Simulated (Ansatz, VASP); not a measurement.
# HfB2 in two plane-wave programs, part 2 of 2

Aim: how closely do two programs agree when they are given the same cell, functional and k mesh? The cell is taken from a series of runs on this material, whose earlier steps may have relaxed, scaled, displaced or heated it; both programs get it as it stands.

VASP 6.6.1 and Ansatz 0.2.0.

So far: Set-up; VASP: zone-centre phonons, PBEsol.

## Step 3: Ansatz: zone-centre phonons, PBEsol

Level of this step: Ansatz beside VASP: Kohn-Sham DFT, plane waves, PBEsol (Ansatz).

Ansatz runs on its PAW soft_1 files.

The same cell, functional, mesh and smearing now go to Ansatz, which takes its cutoff from its data sets.

Contents of input.yaml:

```yaml
crystal:
  lattice:
    - [3.1160209622, 0.0, 0.0]
    - [-1.5580104811, 2.698553312, 0.0]
    - [0.0, 0.0, 3.5161430018]
  atoms:
    - { symbol: B, position: [0.3333333334, 0.6666666666, 0.5] }
    - { symbol: B, position: [0.6666666666, 0.3333333334, 0.5] }
    - { symbol: Hf, position: [0.0, 0.0, 0.0] }
kpoints:
  mp_grid: { grid: [15, 15, 12] }
hamiltonian:
  xc: pbesol
  pseudopotentials: { kind: paw, azcp: { folder: soft_1 }, xc_functional: pbe }
scf:
  occupations: { method: methfessel_paxton, width: 0.2 }
output:
  eigenvalues: true
phonons:
  method: dfpt
```

Started as:

```
$ ansatz run input.yaml --threads 4 --pin off --max-ram 10240MiB --backend cpu --events-out ev --progress --plain --runs-dir out
```

Numbers of over 12 decimals in the logs are rounded to 6 here.

What it wrote:

```text
zone centre: on kpoints.mp_grid the ground state, and the responses unless they are solved on pairs of k-points, stand on 448 of the mesh's 2700 k-points, reduced under 4 symmetry operations, with k and −k counted as one. Each operation leaves every solved displacement unchanged or reverses it
Engine: ansatz 0.2.0, aarch64-unknown-linux-gnu
Pseudopotentials: kind: paw
Pseudopotential: B, paw, valence charge 3, recommended cutoff 420 eV (normal), soft_1/B.paw.azcp
Pseudopotential: Hf, paw, valence charge 26, recommended cutoff 420 eV (normal), soft_1/Hf.paw.azcp
Functional definition: PBEsol
  exchange = pbesol_x
  correlation = pbesol_c
Crystal: 3 atoms, lattice volume = 29.566 Å³
Basis set: ecut = 420 eV, 563 PW (Γ), exchange–correlation on 48×48×48 points (8 copies of the dense FFT grid, shifted against one another)
Bands: 20, of which v1, the nominal top of the filled ones, is band 16 counted from 1 (15 counted from 0)
Symmetry: 24 space group operations
k-points: 448 of 2700 (irreducible under 4 space group operations, time reversal used)
Non-local potential: B, projectors of the file, l = 0: 2, l = 1: 2, l = 2: 1
Non-local potential: Hf, projectors of the file, l = 0: 3, l = 1: 2, l = 2: 2, l = 3: 3
PAW form: soft (Blöchl's): semilocal exchange-correlation on the pseudo side does not see the compensation charge
PAW frozen core: B, regenerated for the run's functional, and the local potential with it (the file was generated under x = pbe(κ = 0.804, μ = 0.219515), c = pbe(β = 0.066725))
PAW frozen core: Hf, regenerated for the run's functional, and the local potential with it (the file was generated under x = pbe(κ = 0.804, μ = 0.219515), c = pbe(β = 0.066725))
PAW one-centre angular grid: B, 110 points (default); XC on 64 Gauss nodes
PAW one-centre angular grid: Hf, 590 points (default); XC on 64 Gauss nodes
Initial density: superposition of atomic densities (chi_scale 0.1, normalization cell, long waves kept (reshape's long-wave potential 0.00 eV rms))
Initial wavefunctions: pseudopotential atomic-orbital guess
Functional: x = pbesol(κ = 0.804, μ = 0.123457), c = pbesol(β = 0.046)
SCF iter   1: F=—  HF=-15907.979341 eV  |F-HF|=—  |Δ(HF+E_count)|=         —  Δρ=6.52e-2  dr2=1.98e0  ethr=3.10e-3  ⟨swp⟩=4.3  Hψ=35411  notcnv=0
preconditioner: auto → none  [metal: Δε(μ)=0.076 eV  Ē_g=16.640 eV  σ=0.200 eV  W_gap=0.31  n_scr=8 (ndim 8)  ℏωp=37.4 eV  f_vac=0.000  D(μ)=0.22/eV (n_scr^D=0)  sad-step TF]
SCF iter   2: F=—  HF=-15907.561769 eV  |F-HF|=—  |Δ(HF+E_count)|=   4.18e-1  S|Δr|=    0.00e0  Δρ=3.48e-2  dr2=5.78e-1  ethr=3.10e-3  ⟨swp⟩=3.0  Hψ=19070  notcnv=0
SCF iter   3: F=—  HF=-15907.428787 eV  |F-HF|=—  |Δ(HF+E_count)|=   1.33e-1  S|Δr|=    0.00e0  Δρ=1.14e-2  dr2=2.66e-2  ethr=1.81e-3  ⟨swp⟩=2.1  Hψ=18539  notcnv=0
SCF iter   4: F=—  HF=-15907.365351 eV  |F-HF|=—  |Δ(HF+E_count)|=   6.34e-2  S|Δr|=    0.00e0  Δρ=2.97e-3  dr2=1.25e-3  ethr=8.31e-5  ⟨swp⟩=2.3  Hψ=18026  notcnv=0
SCF iter   5: F=—  HF=-15907.368564 eV  |F-HF|=—  |Δ(HF+E_count)|=   3.21e-3  S|Δr|=    0.00e0  Δρ=8.44e-4  dr2=2.89e-4  ethr=3.92e-6  ⟨swp⟩=2.0  Hψ=16415  notcnv=0
SCF iter   6: F=—  HF=-15907.368357 eV  |F-HF|=—  |Δ(HF+E_count)|=   2.07e-4  S|Δr|=    0.00e0  Δρ=1.51e-4  dr2=1.34e-5  ethr=9.02e-7  ⟨swp⟩=2.0  Hψ=16152  notcnv=0
SCF iter   7: F=—  HF=-15907.368358 eV  |F-HF|=—  |Δ(HF+E_count)|=   2.75e-7  S|Δr|=    0.00e0  Δρ=2.92e-5  dr2=2.48e-7  ethr=4.18e-8  ⟨swp⟩=2.2  Hψ=13065  notcnv=0
SCF iter   8: F=—  HF=-15907.368358 eV  |F-HF|=—  |Δ(HF+E_count)|=   4.72e-7  S|Δr|=    0.00e0  Δρ=3.25e-6  dr2=1.06e-9  ethr=7.76e-10  ⟨swp⟩=2.1  Hψ=14779  notcnv=0
SCF iter   9: F=—  HF=-15907.368358 eV  |F-HF|=—  |Δ(HF+E_count)|=  3.46e-11  S|Δr|=    0.00e0  Δρ=2.97e-7  dr2=3.21e-11  ethr=3.31e-12  ⟨swp⟩=2.3  Hψ=15266  notcnv=0
SCF iter  10: F=-15907.368358 eV  HF=-15907.368358 eV  |F-HF|=3.64e-12  |Δ(HF+E_count)|=  1.46e-11  S|Δr|=    0.00e0  Δρ=5.56e-8  dr2=5.00e-13  ethr=1.00e-12  ⟨swp⟩=5.9  Hψ=42770  notcnv=0
SCF 1 converged in 10 iterations: F = -15907.368358 eV  dr2 = 5.00e-13
  greatest PAW one-centre occupation: 0.998 electrons in one spin orbital (limit 2), on the Hf atom at site 2 (counted from 0), in its partial waves of l = 0
DFPT response loops at Γ: preconditioner auto → Kerker (q_TF=auto, 2.765 Å⁻¹) (partly filled bands, converged f_vac=0.000); β = 1.00, the filter's whole step (`scf.mixing.beta` (0.50) is not read by the response loops under this deck's `scf.mixing.preconditioner`; to damp them name `kerker` or `kerker_dos`, under which they read `scf.mixing.beta`, and type it under 1.00, their step now; both keys bind the ground state too); Broyden in place of MSR1
SCF converged after 10 iterations
Stability not checked: this state was not tested for a lower state beside it, because cold or Methfessel-Paxton smearing, or corrected tetrahedra, fill the levels in a way that the test cannot read (fill_not_monotonic; see scf.lower_state_search)
Free energy (F): -15907.368358 eV
Harris-Foulkes:  -15907.368358 eV  (|F-HF|=3.64e-12)
Internal energy: -15907.368947 eV  (E = F + TS)
E sigma→0 (E₀):  -15907.368505 eV
Entropy (-TS):   0.000589 eV (0.196 meV/atom)
Fermi energy:    19.143942 eV
--- Per-component energies (eV) ---
  E_band       = 85.966695
  E_kinetic    = 511.686964
  E_local      = -6519.610239  (includes V_loc(G=0)·N_el)
  E_nonlocal   = 81.925135
  E_hartree    = 3208.081664
  E_xc         = -332.465686
  E_vxc        = -335.267429  (∫ρ·V_xc dr)
  E_paw        = -7727.258067  (= ΣΔE_a)
  E_vpaw       = -68.931249  (= ΣTr[D̂ρ^β])
  E_aug_tail   = 0.000146  (compensation charges beyond the density's cutoff)
  E_ewald      = -5131.009341
  E_core_change = 1.280478  (= ΣΔE_core)
  E_smearing   = 0.000589  (= −TS)
  E_closure    = 0.000000  (closes the sum)
  Σ components = -15907.368358   (vs F -15907.368358, Δ=0.00e0)
--- Band table (eV; the first three rows and the last of 448) ---
  k-point 0: bands = [... 12 lower, 15.9984, 16.2906, 16.3720, 16.3720, 23.1568, 23.1568, 23.6545, 23.6545]
  k-point 1: bands = [... 12 lower, 15.0848, 16.4420, 16.4420, 17.1633, 22.4069, 22.4069, 23.4279, 23.4279]
  k-point 2: bands = [... 12 lower, 14.0096, 16.6491, 16.6491, 18.1370, 21.4496, 21.4496, 22.8290, 22.8290]
  k-point 447: bands = [... 12 lower, 11.9584, 14.0244, 14.6723, 16.2634, 22.9336, 24.4380, 24.5341, 25.6178]
--- Phonons (Γ-DFPT): 4 representative perturbations + reference, on 448 of 2700 k-points (Σ response iterations 12) ---
  k mesh reduced under 4 symmetry operations, with k and −k counted as one. Each operation leaves every solved displacement unchanged or reverses it
  ASR residual: 1.132e-5 → 0.000e0 eV/Å²; symmetrization residual: 9.523e-7 eV/Å²
  ASR residual per site (eV/Å²): 9.88e-6 9.88e-6 1.13e-5
  Γ frequencies (cm⁻¹): 0.00 0.00 0.00 436.50 436.50 454.95 548.86 834.90 834.90
  non-analytic LO–TO correction: not included (Born effective charges unavailable; polar crystals: no LO–TO splitting at Γ)
```

Reading the cycles: dr2 is the Hartree energy of the density residual (eV), the measure of convergence; HF is the Harris–Foulkes estimate of the energy, which meets the free energy F at convergence.

## Step 4: Differences

Known differences besides the potentials themselves: the data sets hold 32 valence electrons in Ansatz (on its PAW soft_1 files) and 16 in VASP; the cutoff is 420 eV in Ansatz and 500 eV in VASP; Ansatz makes its cores anew for this functional, VASP keeps those of its PBE data sets. Total energies have different zeros and are not compared.

The two programs side by side:

```tsv
quantity	Ansatz	VASP	difference
optical mode 1 to 2 (cm⁻¹)	436.5	437.7	-0.28 %
optical mode 3 (cm⁻¹)	454.9	456.0	-0.22 %
optical mode 4 (cm⁻¹)	548.9	549.5	-0.11 %
optical mode 5 to 6 (cm⁻¹)	834.9	839.1	-0.50 %
```

Modes are paired by rising frequency, not by their patterns, so a pair may set unlike modes beside each other; they are those without the splitting of longitudinal modes.

## Step 5: What came out

| Quantity | Value |
| --- | --- |
| r.m.s. difference of the optical zone-centre modes, each program's sorted by frequency (zone-centre phonons, PBEsol) | 2.6 cm⁻¹ |
| difference in optical mode 5 to 6 (zone-centre phonons, PBEsol) | -0.5 % |

The r.m.s. difference of the optical zone-centre modes, each program's sorted by frequency is 2.6 cm⁻¹ (zone-centre phonons, PBEsol). The data sets hold unlike numbers of valence electrons (32 in Ansatz and 16 in VASP), so part of the differences comes from the potentials. Among the rows given in per cent, the largest difference of the zone-centre phonons, PBEsol pair is in optical mode 5 to 6, -0.5 %. Such differences can come from data sets, numerical settings and the points named under the comparisons, not from the functional's error against experiment.

[Lines on the potential files, build, host, timing and source positions are cut from VASP's logs without a mark.]

[Logs are printed without paths, hosts, clocks, repeated set-up lines and the standing remarks that a program may print on its own settings, such as how far it seeks lower states.]

[Hosts, paths, dates, database ids (printed as entryN), source tags and the programs' standing remarks are cut or masked in the printed files.]
